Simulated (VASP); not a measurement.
Here is the system:

```
CELL_PARAMETERS angstrom
      0.00000     3.12061     3.12061
      3.12061     0.00000     3.12061
      3.12061     3.12061     0.00000
ATOMIC_POSITIONS crystal
  K  0.00000 0.00000 0.00000
  Cl 0.50000 0.50000 0.50000
```

Computed with r2SCAN+rVV10, VASP's PBE PAW potentials (set 64) (plane waves; VASP). Settings: 520 eV cut-off, 7×7×7 Γ-centred mesh, Gaussian smearing of 0.050 eV, potentials K_sv Cl.

Give the energy at these volumes per atom, relative to the lowest: 28.47, 29.38, 30.29, 31.20, 32.11 Å³.

9.0, 2.3, 0.0, 1.3, 5.7 meV/atom. A third-order Birch-Murnaghan fit gives B0 = 21.0 GPa and B0′ = 5.0.

The compound is KCl in the rock salt structure. It was relaxed first.
